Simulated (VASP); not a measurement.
A convergence study with VASP on Ti (space group no. 194 when undisturbed): one setting is varied, all else stays as given below, so the limit is that of these other settings. One atom is moved off its site, so that forces are finite.

```
CELL_PARAMETERS angstrom
      1.46762    -2.54200     0.00000
      1.46762     2.54200     0.00000
      0.00000     0.00000     4.65660
ATOMIC_POSITIONS crystal
  Ti 0.33333 0.66667 0.26074
  Ti 0.66667 0.33333 0.75000
```

Level of theory: LDA (Ceperley-Alder, Perdew-Zunger), VASP's LDA PAW potentials (set 64) (plane waves; VASP). The tightest run used: 720 eV cut-off, 13×13×7 Γ-centred mesh, Fermi-Dirac smearing of 0.10 eV, potentials Ti_sv.

The settings run are ENCUT = 105; ENCUT = 120; ENCUT = 135; ENCUT = 150; ENCUT = 165; ENCUT = 180; ENCUT = 210; ENCUT = 240; ENCUT = 270; ENCUT = 330; ENCUT = 360; ENCUT = 405; ENCUT = 450; ENCUT = 525; ENCUT = 600; ENCUT = 720. From which on does the stress (every component) stay within 0.2 GPa of the tightest run?

From ENCUT = 525 on: it is off by 0.01 there and by no more than 0.2 in any finer run, while ENCUT = 450 is off by 0.34.
| setting | E (eV/atom) | pressure (GPa) | largest force (eV/Å) | plane waves | difference judged (GPa) |
|---|---|---|---|---|---|
| ENCUT = 105 | 1.9797 | -1075.36 | 2.788 | 98 | 1070.47 |
| ENCUT = 120 | -4.6601 | -629.35 | 0.267 | 116 | 621.67 |
| ENCUT = 135 | -6.6594 | -380.09 | 0.900 | 135 | 372.34 |
| ENCUT = 150 | -7.0081 | -238.45 | 0.583 | 153 | 231.73 |
| ENCUT = 165 | -7.5365 | -152.77 | 0.237 | 176 | 144.93 |
| ENCUT = 180 | -8.0650 | -96.29 | 0.042 | 200 | 88.43 |
| ENCUT = 210 | -8.4796 | -35.34 | 0.252 | 253 | 27.81 |
| ENCUT = 240 | -8.4967 | -14.84 | 0.158 | 302 | 6.80 |
| ENCUT = 270 | -8.4938 | -9.31 | 0.130 | 359 | 1.16 |
| ENCUT = 330 | -8.4958 | -8.63 | 0.131 | 494 | 0.45 |
| ENCUT = 360 | -8.4996 | -8.98 | 0.132 | 558 | 0.78 |
| ENCUT = 405 | -8.5053 | -8.88 | 0.124 | 663 | 0.68 |
| ENCUT = 450 | -8.5094 | -8.55 | 0.121 | 768 | 0.34 |
| ENCUT = 525 | -8.5113 | -8.21 | 0.122 | 975 | 0.01 |
| ENCUT = 600 | -8.5109 | -8.22 | 0.122 | 1174 | 0.01 |
| ENCUT = 720 | -8.5113 | -8.21 | 0.122 | 1548 | 0.00 |

VASP warned of too few bands at ENCUT = 105; ENCUT = 120.

Left out are rungs that failed or repeat a setting and relaxations that didn't move; long series are thinned to 24 rows.

The structure is a typed Ti crystal (space group no. 194). The cell was not relaxed at this level, it is distorted from the ideal structure. VASP warned that the highest band is occupied, so more bands are needed.
